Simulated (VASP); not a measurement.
```
CELL_PARAMETERS angstrom
      0.00000     2.25930     2.25930
      2.25930     0.00000     2.25930
      2.25930     2.25930     0.00000
ATOMIC_POSITIONS crystal
  Nb 0.00000 0.00000 0.00000
  N  0.50000 0.50000 0.50000
```

The numbers are results of vdW-DF2, VASP's PBE PAW potentials (set 64) (plane waves; VASP), not measurements. Numerical set-up: 520 eV cut-off, Gaussian smearing of 0.050 eV, potentials Nb_sv N.

**Question.** What does the run give for the band gap (along the path) with the smallest direct gap where there is one?

**Answer.** 
- band gap (along the path): none (metal, semimetal or under 0.01 eV)

Total energies compare only between runs with the same potentials, cut-off and functional.

The compound is NbN in the rock salt structure, the cubic δ form, which competes with hexagonal ones. It was relaxed first, which changed the volume by +9 %.
